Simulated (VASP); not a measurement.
Calculation: AM05 GGA, VASP's PBE PAW potentials (set 64) (plane waves; VASP).

A VASP calculation is set up with these files.

### KPOINTS
```
Automatic mesh
0
Gamma
10 10 10
0 0 0
```

### POSCAR
```
AlN
1
    0.0000000000     2.2102672079     2.2102672079
    2.2102672079     0.0000000000     2.2102672079
    2.2102672079     2.2102672079     0.0000000000
Al N
1 1
Direct
  0.0000000000   0.0000000000   0.0000000000
  0.2500000000   0.2500000000   0.2500000000
```

### INCAR
```
! general
SYSTEM = AlN
PREC   = Accurate
ENCUT  = 520
LREAL  = .FALSE.
LASPH  = .TRUE.

! electronic loop
EDIFF  = 1E-7
NELM   = 100
ALGO   = Normal

! smearing
ISMEAR = 0
SIGMA  = 0.05

! functional
GGA    = AM

! ions
ISIF   = 2

! output
LWAVE  = .FALSE.
LCHARG = .FALSE.
```

POTCAR, in this order: Al N (PBE.64 set). Program: vasp_std.

Output of the run:

File OSZICAR:
```
       N       E                     dE             d eps       ncg     rms          rms(c)
DAV:   1     0.997220360839E+01    0.99722E+01   -0.41447E+03   784   0.836E+02
DAV:   2    -0.168466252672E+02   -0.26819E+02   -0.25932E+02  1056   0.143E+02
DAV:   3    -0.173198567288E+02   -0.47323E+00   -0.47323E+00   880   0.245E+01
DAV:   4    -0.173215262969E+02   -0.16696E-02   -0.16696E-02  1064   0.132E+00
DAV:   5    -0.173215298543E+02   -0.35574E-05   -0.35574E-05   928   0.510E-02    0.808E+00
DAV:   6    -0.152562152623E+02    0.20653E+01   -0.12032E+01   816   0.219E+01    0.295E+00
DAV:   7    -0.152371060929E+02    0.19109E-01   -0.88940E-02   776   0.316E+00    0.199E+00
DAV:   8    -0.152259474254E+02    0.11159E-01   -0.20805E-02   872   0.196E+00    0.438E-01
DAV:   9    -0.152255806903E+02    0.36674E-03   -0.91794E-04  1032   0.247E-01    0.223E-01
DAV:  10    -0.152256907637E+02   -0.11007E-03   -0.28867E-04   808   0.147E-01    0.383E-02
DAV:  11    -0.152256897380E+02    0.10257E-05   -0.28916E-06  1024   0.154E-02    0.196E-02
DAV:  12    -0.152256899407E+02   -0.20264E-06   -0.13122E-06   800   0.109E-02    0.168E-03
DAV:  13    -0.152256899451E+02   -0.44400E-08   -0.20680E-08   536   0.130E-03
   1 F= -.15225690E+02 E0= -.15225690E+02  d E =-.151218E-15
```

OUTCAR:
```
------------------------ aborting loop because EDIFF is reached ----------------------------------------
  FORCE on cell =-STRESS in cart. coord.  units (eV):
  Direction    XX          YY          ZZ          XY          YZ          ZX
  --------------------------------------------------------------------------------------
  Total       -0.7541997     -0.7541997     -0.7541997      0.0000000      0.0000000      0.0000000
  in kB      -55.9541850    -55.9541850    -55.9541850      0.0000000      0.0000000      0.0000000
  external PRESSURE =     -55.9541850 kB  Pullay stress =       0.0000000 kB
  volume of cell :       21.60
      direct lattice vectors                 reciprocal lattice vectors
     0.000000000  2.210267208  2.210267208    -0.226216992  0.226216992  0.226216992
     2.210267208  0.000000000  2.210267208     0.226216992 -0.226216992  0.226216992
     2.210267208  2.210267208  0.000000000     0.226216992  0.226216992 -0.226216992
  FREE ENERGIE OF THE ION-ELECTRON SYSTEM (eV)
  ---------------------------------------------------
  free  energy   TOTEN  =       -15.2256899451 eV

  energy  without entropy=      -15.2256899451  energy(sigma->0) =      -15.22568995
```
(Selected blocks of OUTCAR.)

### OUTCAR
```
 val. band max:        5.5892316449   @ k =   0.0000   0.0000   0.0000

 cond. band min:       8.7695085641   @ k =   0.5000   0.5000   0.0000


 Fermi energy:         5.8495371756

 k-point     1 :       0.0000    0.0000    0.0000
  band No.  band energies     occupation
      1      -9.1244      2.00000
      2       5.5892      2.00000
      3       5.5892      2.00000
      4       5.5892      2.00000
      5       9.4653      0.00000
      6      17.7362      0.00000
      7      17.7362      0.00000
      8      17.7362      0.00000

 k-point     2 :       0.1000    0.0000    0.0000
  band No.  band energies     occupation
      1      -8.9826      2.00000
      2       4.7759      2.00000
      3       5.5378      2.00000
      4       5.5378      2.00000
      5      10.1318      0.00000
      6      17.3512      0.00000
      7      17.8663      0.00000
      8      17.8663      0.00000

 k-point     3 :       0.2000    0.0000    0.0000
  band No.  band energies     occupation
      1      -8.5787      2.00000
      2       3.1948      2.00000
      3       5.4096      2.00000
      4       5.4096      2.00000
      5      11.2467      0.00000
      6      16.5627      0.00000
      7      17.8200      0.00000
      8      17.8200      0.00000

 k-point     4 :       0.3000    0.0000    0.0000
  band No.  band energies     occupation
      1      -7.9927      2.00000
      2       1.5861      2.00000
      3       5.2629      2.00000
      4       5.2629      2.00000
      5      12.0767      0.00000
      6      15.8243      0.00000
      7      17.2097      0.00000
      8      17.2097      0.00000

 k-point     5 :       0.4000    0.0000    0.0000
  band No.  band energies     occupation
      1      -7.4079      2.00000
      2       0.3355      2.00000
      3       5.1525      2.00000
      4       5.1525      2.00000
      5      12.4964      0.00000
      6      15.3069      0.00000
      7      16.6396      0.00000
...
```

The compound is AlN in the zinc blende structure, a metastable form; wurtzite is the usual one. This cell is one point of a volume scan, at 1.03 of the reference volume.
